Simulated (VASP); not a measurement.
```
CELL_PARAMETERS angstrom
      1.62553    -2.81549     0.00000
      1.62553     2.81549     0.00000
      0.00000     0.00000     5.29340
ATOMIC_POSITIONS crystal
  Ga 0.66667 0.33333 0.50005
  Ga 0.33333 0.66667 0.00005
  N  0.66667 0.33333 0.87695
  N  0.33333 0.66667 0.37695
```

These are PBE GGA, VASP's PBE PAW potentials (set 64) (plane waves; VASP 6.6.1) values and carry that method's errors. Settings: 520 eV cut-off, 9×9×5 Γ-centred mesh, Gaussian smearing of 0.050 eV, potentials Ga_d N.

Question: What does the run give for the energy per atom (σ→0), pressure, band gap (on the k-mesh) with the smallest direct gap where there is one?

Answer: 
| Property | Value |
|---|---|
| band gap (on the k-mesh) | 1.52 eV |
| smallest direct gap (on the k-mesh) | 1.52 eV |
| energy per atom (σ→0) | -586.3 kJ/mol-atom |
| pressure | -4.67 GPa |

Total energies compare only between runs with the same potentials, cut-off and functional.

The compound is GaN in the wurtzite structure. This cell is one point of a volume scan, at 1.03 of the reference volume.
